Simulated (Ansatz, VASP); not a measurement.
**Si54N71O (O_N) in two plane-wave programs**

Wanted: the spread between two codes on one cell, functional and k mesh. The cell is taken from a series of runs on this material, whose earlier steps may have relaxed, scaled, displaced or heated it; both programs get it as it stands.

Calculated with Ansatz 0.2.0; plane waves, with VASP 6.6.1 beside it; single point at PBEsol.

### 1. Set-up

The cell holds 126 atoms: 54 Si, 71 N and 1 O. Its edges and angles: a = 13.206 Å, b = 13.206 Å, c = 8.731 Å, α = 90.0°, β = 90.0°, γ = 120.0°. It derives from Si3N4 (Si3N4 (P6_3/m)). Nearest the centre at fractional (0.576, 0.453, 0.583): O126 at 0.01 Å, Si35 at 1.80 Å, Si53 at 1.80 Å, Si32 at 1.83 Å, N80 at 2.77 Å, N99 at 2.79 Å, N92 at 2.79 Å, N122 at 2.79 Å.

### 2. Ansatz: single point, PBEsol

Ansatz runs on its PAW soft_1 files.

A single point gives forces, pressure and levels at one fixed geometry, so differences don't come from the geometry; what else differs is listed under the comparison.

input.yaml reads:

```yaml
crystal:
  checkpoint: "../qp1.relax.run"
  host: checkpoint
basis:
  ecutwfc: 420
  xc_grid: 2
hamiltonian:
  xc: pbesol
  pseudopotentials: { kind: paw, azcp: { folder: soft_1 }, xc_functional: pbe }
kpoints:
  mp_grid: { grid: [2, 2, 2], shift: [0.5, 0.5, 0.5] }
scf:
  occupations: { method: fermi_dirac, width: 0.01 }
  max_iter: 80
output:
  forces: true
  eigenvalues: true
  charged_corrections: { defect_position: [0.576408, 0.453208, 0.583333] }
checkpoint:
  read: "../qp1.relax.run"
  write: "../qp1.point_neutral.run"
  compress: false
  write_wavefunctions: false
  write_every: 100000
magnetization:
  spin_polarized: true
  initial_magnetization: 1
  spin_locking: { lock_magnetization: hard }
```

Launch:

```bash
> ansatz run input.yaml --threads 8 --pin off --max-ram 22609MiB --backend cpu --events-out ev --progress --plain --runs-dir out
```

Numbers of over 12 decimals in the logs are rounded to 6 here.

The log of the run:

```text
checkpoint.read: neither the saved density nor the saved orbitals are used: the state is of another total charge, and does not settle where this run's electrons and spins go. The run starts from its atoms. Which states do: the manual's quickstart, A charge series.
crystal.checkpoint: the structure is that of <dir>, a `relax` run, at its step 7: its result, under pbesol at a charge of 1 e; 126 atoms read, 0 with a starting moment; this deck's charge is 0 e; no density is read with it (checkpoint.read); crystal.structure_sha256 for this input is
Engine: ansatz 0.2.0, aarch64-unknown-linux-gnu
Pseudopotentials: kind: paw
Pseudopotential: Si, paw, valence charge 4, recommended cutoff 420 eV (normal), soft_1/Si.paw.azcp
Pseudopotential: N, paw, valence charge 5, recommended cutoff 420 eV (normal), soft_1/N.paw.azcp
Pseudopotential: O, paw, valence charge 6, recommended cutoff 420 eV (normal), soft_1/O.paw.azcp
Functional definition: PBEsol
  exchange = pbesol_x
  correlation = pbesol_c
Crystal: 126 atoms, lattice volume = 1318.628 Å³
Basis set: ecut = 420 eV, 25805 PW (Γ), exchange–correlation on 180×180×120 points (8 copies of the dense FFT grid, shifted against one another)
Bands: 415, of which v1, the nominal top of the filled ones, is band 289 counted from 1 (288 counted from 0)
Symmetry: 1 space group operations
Space group: P1 (ITA 1), of the structure as read, at distance tolerance 1.1e-4 Å
Magnetic group: BNS 1.1 (UNI 1), of the structure as read, at distance tolerance 1.1e-4 Å
k-points: 4 of 8 (time reversal used)
Non-local potential: Si, projectors of the file, l = 0: 2, l = 1: 2, l = 2: 1
Non-local potential: N, projectors of the file, l = 0: 2, l = 1: 2, l = 2: 1
Non-local potential: O, projectors of the file, l = 0: 2, l = 1: 2, l = 2: 1
PAW form: soft (Blöchl's): semilocal exchange-correlation on the pseudo side does not see the compensation charge
PAW frozen core: Si, regenerated for the run's functional, and the local potential with it (the file was generated under x = pbe(κ = 0.804, μ = 0.219515), c = pbe(β = 0.066725))
PAW frozen core: N, regenerated for the run's functional, and the local potential with it (the file was generated under x = pbe(κ = 0.804, μ = 0.219515), c = pbe(β = 0.066725))
PAW frozen core: O, regenerated for the run's functional, and the local potential with it (the file was generated under x = pbe(κ = 0.804, μ = 0.219515), c = pbe(β = 0.066725))
PAW one-centre angular grid: Si, 110 points (default); XC on 64 Gauss nodes
PAW one-centre angular grid: N, 110 points (default); XC on 64 Gauss nodes
PAW one-centre angular grid: O, 110 points (default); XC on 64 Gauss nodes
Initial density: superposition of atomic densities (chi_scale 0.1, normalization cell, long waves kept (reshape's long-wave potential 0.24 eV rms))
Starting moments: Σ|m| = 1 μB on 126 of 126 sites
Initial wavefunctions: pseudopotential atomic-orbital guess
Functional: x = pbesol(κ = 0.804, μ = 0.123457), c = pbesol(β = 0.046)
SCF iter   1: F=—  HF=-61239.489310 eV  |F-HF|=—  |Δ(HF+E_count)|=         —  Δρ=7.41e-2 (↑7.38e-2 ↓7.41e-2)  dr2=3.08e2  dr2_m=1.78e-3  M=1.000 μB ∫|m|=1.000 μB  β_m=0.30  ethr=3.10e-3  ⟨swp⟩=6.0  Hψ=15074  notcnv=0  defer=373
preconditioner: auto → Resta (q_TF=auto, 2.377 Å⁻¹)  ε∞=3.6  [insulator: Δε(μ)=0.028 eV  Ē_g=15.321 eV  σ=0.010 eV  W_gap=0.61  n_scr=282 (ndim 8)  ℏωp=24.6 eV  f_vac=0.010  D(μ)=17.10/eV (n_scr^D=70)  ε∞_Penn≈3.6]
spin=Collinear: Resta preconditioning applied to the charge; magnetization (m = ρ↑ − ρ↓) channel mixes plain (no charge-response kernel on spin).
SCF iter   2: F=—  HF=-61165.342799 eV  |F-HF|=—  |Δ(HF+E_count)|=    7.41e1  Δρ=3.77e-2 (↑3.71e-2 ↓3.77e-2)  dr2=7.72e1  dr2_m=3.27e-3  M=1.000 μB ∫|m|=1.000 μB  β_m=0.44  ethr=3.10e-3  ⟨swp⟩=3.0  Hψ=6290  notcnv=0  defer=912
preconditioner: auto → Kerker (q_TF=auto, 2.377 Å⁻¹)  [metal: Δε(μ)=0.017 eV  Ē_g=14.720 eV  σ=0.010 eV  W_gap=0.40  n_scr=282 (ndim 8)  ℏωp=24.6 eV  f_vac=0.012  D(μ)=24.89/eV (n_scr^D=148)]
spin=Collinear: Kerker preconditioning applied to the charge; magnetization (m = ρ↑ − ρ↓) channel mixes plain (no charge-response kernel on spin).
SCF iter   3: F=—  HF=-61143.872045 eV  |F-HF|=—  |Δ(HF+E_count)|=    2.15e1  Δρ=1.47e-2 (↑1.47e-2 ↓1.47e-2)  dr2=6.28e0  dr2_m=9.98e-3  M=1.000 μB ∫|m|=1.026 μB  β_m=0.71  ethr=3.10e-3  ⟨swp⟩=3.0  Hψ=6108  notcnv=0  defer=930
SCF iter   4: F=—  HF=-61142.780884 eV  |F-HF|=—  |Δ(HF+E_count)|=    1.09e0  Δρ=2.08e-3 (↑2.08e-3 ↓2.07e-3)  dr2=4.01e-1  dr2_m=5.86e-4  M=1.000 μB ∫|m|=1.062 μB  β_m=0.82  ethr=1.09e-3  ⟨swp⟩=2.2  Hψ=3158  notcnv=0  defer=944
preconditioner: auto → Resta (q_TF=auto, 2.377 Å⁻¹)  ε∞=4.0  [insulator: Δε(μ)=0.322 eV  Ē_g=14.232 eV  σ=0.010 eV  W_gap=1.00  n_scr=282 (ndim 8)  ℏωp=24.6 eV  f_vac=0.022  D(μ)=0.00/eV (n_scr^D=0)  ε∞_Penn≈4.0]
[...]
k-point 2 ↑: bands = [... 285 lower, 7.7161, 7.9302, 7.9810, 12.3717, 12.6647, 12.7474, 12.7954, 12.8431, ... 122 higher]
  k-point 3 ↓: bands = [... 285 lower, 7.7237, 7.9332, 7.9854, 12.5409, 12.7138, 12.7609, 12.8332, 12.8852, ... 122 higher]
```

### 3. VASP: single point, PBEsol

The same cell, functional, mesh and smearing now go to VASP, with its own data sets.

Lines of VASP's logs that name or quote its potential files are left out, and so is its time.

INCAR reads:

```
SYSTEM = Si54N71O
PREC = Accurate
ENCUT = 520
EDIFF = 1E-06
NELM = 200
ISMEAR = -1
SIGMA = 0.01
LREAL = Auto
ALGO = Normal
GGA = PS
NBANDS = 384
ISPIN = 2
MAGMOM = 0 0 0 0 0 0 0 0 0 0 0 0 0 0.01 0 0 0.01 0 0 0 0 0 0 0 0 0 0 0 0 0 0 0.02 0 0 0.03 0 0 0 0 0 0 0 0 0 0 0 0 0 0 0.01 0 0 0.03 0 0 -0 -0 0 -0 -0 0 0 0 0 0 0 0 -0 0 0 0 0 -0 0 0 0 0 0 -0 0 -0 0 0 -0 -0 0 0 -0 -0 0 0 0 0 0 0 0 0 -0 0 0 0 0 -0 -0 0 0 -0 0 0 0 -0 -0 0 0 0 0 0 0 0 0 -0 0 0 0 0 0.04
LORBIT = 11
LWAVE = .FALSE.
LCHARG = .FALSE.
ISIF = 2
ISYM = 0
NUPDOWN = 1
LASPH = .TRUE.
GGA_COMPAT = .FALSE.
KPAR = 4
```

POSCAR reads:

```
Si54N71O
1.0
   11.4366858822      6.6029736727      0.0000000000
  -11.4366858822      6.6029736727      0.0000000000
    0.0000000000      0.0000000000      8.7307673276
Si N O
54 71 1
Direct
    0.0191330203      0.8061535560      0.2503296562
    0.3525645505      0.4726162869      0.2501055469
[... 9 atom lines left out ...]
    0.8597469655      0.5448453785      0.2497922358
[... 1 atom line left out ...]
    0.4527686879      0.3127601004      0.2495640913
[... 2 atom lines left out ...]
    0.6468622574      0.5268719769      0.0835595725
[... 2 atom lines left out ...]
    0.3519528182      0.4742169527      0.5835669949
[... 2 atom lines left out ...]
    0.5453033859      0.6860850131      0.4169406175
    0.8797874818      0.3520894633      0.4168305554
[... 1 atom line left out ...]
    0.4742399235      0.1191624530      0.4168862129
    0.8071347544      0.7874754670      0.4172746782
    0.1930858503      0.2127452968      0.5835743039
[... 1 atom line left out ...]
    0.8610979459      0.5454789318      0.5835717580
[... 1 atom line left out ...]
    0.4471894694      0.3064186882      0.5835710061
[... 2 atom lines left out ...]
    0.6496102262      0.5293407601      0.4113915645
[... 2 atom lines left out ...]
    0.3525655828      0.4726150244      0.9170313976
[... 2 atom lines left out ...]
    0.5453032540      0.6860835973      0.7501689295
    0.8797877994      0.3520895371      0.7502872869
[... 1 atom line left out ...]
    0.4742408567      0.1191621463      0.7502314516
    0.8071343332      0.7874755101      0.7498392850
[... 2 atom lines left out ...]
    0.8597470245      0.5448457612      0.9173521057
[... 1 atom line left out ...]
    0.4527690210      0.3127601062      0.9175778812
[... 2 atom lines left out ...]
    0.6496134561      0.5293428531      0.7557281099
[... 2 atom lines left out ...]
    0.3332041929      0.3326566165      0.2507329798
[... 3 atom lines left out ...]
    0.6662821182      0.6661806794      0.0835288789
[... 7 atom lines left out ...]
    0.4573701080      0.2429353298      0.0835674225
[... 6 atom lines left out ...]
    0.7851224587      0.5416410055      0.0835716336
[... 1 atom line left out ...]
    0.5754055675      0.4527598013      0.2510331829
[... 1 atom line left out ...]
    0.9997077635      0.6662938661      0.5835841107
    0.3346081265      0.3346651940      0.5835921161
[... 3 atom lines left out ...]
    0.6660035626      0.6657236351      0.4195632594
    0.2132945754      0.4566473954      0.5835594763
    0.5474939604      0.1227334173      0.5835602001
    0.8796882280      0.7885365427      0.5835593507
[... 1 atom line left out ...]
    0.4246557856      0.5454484507      0.4172275404
[... 2 atom lines left out ...]
    0.4603261996      0.2450151283      0.4175964567
[... 1 atom line left out ...]
    0.2129539251      0.0919433188      0.5835637096
    0.5426981062      0.7563227812      0.5835595552
    0.8768923993      0.4229372680      0.5835622422
[... 2 atom lines left out ...]
    0.7843507511      0.5400520156      0.4181900627
[... 3 atom lines left out ...]
    0.3332029556      0.3326550647      0.9164528905
[... 3 atom lines left out ...]
    0.6660022976      0.6657226270      0.7474895060
[... 4 atom lines left out ...]
    0.4246598249      0.5454414214      0.7499078165
[... 2 atom lines left out ...]
    0.4603255806      0.2450139755      0.7495367780
[... 6 atom lines left out ...]
    0.7843567475      0.5400617392      0.7489520894
[... 1 atom line left out ...]
    0.5754067459      0.4527589033      0.9160829671
[... 1 atom line left out ...]
    0.5769969002      0.4531548042      0.5835581393
```

KPOINTS reads:

```
Points of the shifted mesh
8
Reciprocal
 0.2500000000  0.2500000000  0.2500000000 1
 0.2500000000  0.2500000000  0.7500000000 1
 0.2500000000  0.7500000000  0.2500000000 1
 0.2500000000  0.7500000000  0.7500000000 1
 0.7500000000  0.2500000000  0.2500000000 1
 0.7500000000  0.2500000000  0.7500000000 1
 0.7500000000  0.7500000000  0.2500000000 1
 0.7500000000  0.7500000000  0.7500000000 1
```

Potentials, in the order of the species: Si, N and O (PBE family, release 64).

Launch:

```bash
> mpirun -np 16 vasp_std
```

The log of the run:

```text
[banner, memory and clock lines left out]
running   16 mpi-ranks, on    1 nodes
[...]
|                                                                             |
|           W    W    AA    RRRRR   N    N  II  N    N   GGGG   !!!           |
|           W    W   A  A   R    R  NN   N  II  NN   N  G    G  !!!           |
|           W    W  A    A  R    R  N N  N  II  N N  N  G       !!!           |
|           W WW W  AAAAAA  RRRRR   N  N N  II  N  N N  G  GGG   !            |
|           WW  WW  A    A  R   R   N   NN  II  N   NN  G    G                |
|           W    W  A    A  R    R  N    N  II  N    N   GGGG   !!!           |
|                                                                             |
|     For optimal performance we recommend to set                             |
|       NCORE = 2 up to number-of-cores-per-socket                            |
|     NCORE specifies how many cores store one orbital (NPAR=cpu/NCORE).      |
|     This setting can greatly improve the performance of VASP for DFT.       |
[...]
|                                                                             |
|     You enforced a specific xc type in the INCAR file but a different       |
|     [... a line on the potential file left out ...]
|     I HOPE YOU KNOW WHAT YOU ARE DOING!                                     |
|                                                                             |

 LDA part: xc-table for (Slater+PW92), standard interpolation
 POSCAR, INCAR and KPOINTS ok, starting setup
[...]
entering main loop
       N       E                     dE             d eps       ncg     rms          rms(c)
DAV:   1     0.271047136737E+04    0.27105E+04   -0.28504E+05 12368   0.139E+03
DAV:   2    -0.950764092270E+03   -0.36612E+04   -0.35154E+04 15024   0.300E+02
DAV:   3    -0.121422218277E+04   -0.26346E+03   -0.26110E+03 14976   0.822E+01
DAV:   4    -0.122019131689E+04   -0.59691E+01   -0.59323E+01 15472   0.126E+01
[...]
DAV:  17    -0.107873994469E+04   -0.51592E-05   -0.51354E-06 13664   0.400E-03    0.475E-03
DAV:  18    -0.107873994700E+04   -0.23099E-05   -0.47514E-06 12864   0.358E-03    0.336E-03
DAV:  19    -0.107873994720E+04   -0.20571E-06   -0.74552E-07 10472   0.181E-03
   1 F= -.10787399E+04 E0= -.10787399E+04  d E =-.181206E-06  mag=     1.0000
```

From OUTCAR (step 3):

```text
 magnetization (x)
# of ion       s       p       d       tot
------------------------------------------
    1        0.001   0.001   0.000   0.002
    2        0.000   0.000   0.000   0.001
    3        0.000   0.001   0.000   0.002
    4        0.001   0.001   0.000   0.002
    5        0.000   0.001   0.000   0.001
    6        0.002   0.001   0.000   0.003
[...]
124        0.002   0.000   0.000   0.002
  125        0.000   0.000   0.000   0.000
  126        0.046  -0.003   0.000   0.042
--------------------------------------------------
tot          0.188   0.184   0.000   0.372
```

The run ends at a pressure of 0.71 GPa, with forces up to 0.75 eV/Å.

### 4. Side by side

Known differences besides the potentials themselves: VASP starts from the moments at which Ansatz ended; the cutoff is 420 eV in Ansatz and 520 eV in VASP (PREC = Accurate, projectors in real space); Ansatz makes its cores anew for this functional, VASP keeps those of its PBE data sets; site moments are counted in spheres of each program's own size. Total energies have different zeros and are not compared.

Compared:

```tsv
quantity	Ansatz	VASP	difference
total moment, fixed by the input (μB)	1.00	1.00	0.00
moment on Si53 (μB)	0.03	0.06	-0.04
moment on Si35 (μB)	0.03	0.06	-0.04
```

Forces on 9 of the 126 atoms, those with the largest forces and the largest differences (eV/Å; atoms numbered as in POSCAR):

```tsv
atom	Ansatz x, y, z	VASP x, y, z
Si32	-0.150, 0.681, -0.001	-0.149, 0.670, 0.001
Si35	0.037, -0.209, 0.142	0.038, -0.203, 0.120
Si53	0.036, -0.209, -0.143	0.039, -0.203, -0.119
N80	-0.371, -0.639, -0.001	-0.384, -0.640, -0.001
N84	-0.524, 0.482, -0.204	-0.535, 0.488, -0.201
N99	0.524, 0.441, -0.174	0.530, 0.443, -0.170
N107	-0.524, 0.482, 0.207	-0.535, 0.488, 0.203
N115	0.344, -0.419, 0.313	0.355, -0.422, 0.323
N122	0.525, 0.440, 0.174	0.531, 0.443, 0.169
```

The forces differ by 3.6 meV/Å r.m.s., which is 2.2 % of the r.m.s. force of 0.169 eV/Å (both taken over all components).

### 5. Summary of results

```json
{
 "r.m.s. force difference (single point, PBEsol)": "3.6 meV/Å"
}
```

**Reading.** The r.m.s. force difference is 3.6 meV/Å (single point, PBEsol), within the 12 meV/Å picked in this series as the mark of a large difference. How closely two codes agree says nothing of how well the functional describes the real material.

[Lines on the potential files, build, host, timing and source positions are cut from VASP's logs without a mark.]

[Logs are printed without paths, hosts, clocks, repeated set-up lines and the standing remarks that a program may print on its own settings, such as how far it seeks lower states.]

[Hosts, paths, dates, database ids (printed as entryN), source tags and the programs' standing remarks are cut or masked in the printed files.]
